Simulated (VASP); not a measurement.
Consider the following.

```yaml
crystal:
  lattice:
    - [-2.14876, 2.14876, 2.14876]
    - [2.14876, -2.14876, 2.14876]
    - [2.14876, 2.14876, -2.14876]
  atoms:
    - { symbol: Eu, position: [0.00000, 0.00000, 0.00000] }
```

Computed with r2SCAN+rVV10, VASP's PBE PAW potentials (set 64) (plane waves; VASP). Settings: 520 eV cut-off, 12×12×12 Γ-centred mesh, first-order Methfessel-Paxton smearing of 0.10 eV, potentials Eu_2.

The 4f electrons are frozen in the core of the lanthanide potential, so 4f levels, which can set the real gap, and their magnetism are missing.

### Question
What does the run give for the energy per atom (σ→0), pressure, band gap (on the k-mesh) with the smallest direct gap where there is one?

### Answer

* **band gap (on the k-mesh)**: none (metal, semimetal or under 0.01 eV)
* **energy per atom (σ→0)**: -26.866 eV/atom
* **pressure**: 1.12 GPa

Total energies compare only between runs with the same potentials, cut-off and functional.

The compound is Eu in the bcc structure. This cell is one point of a volume scan, at 0.94 of the reference volume.
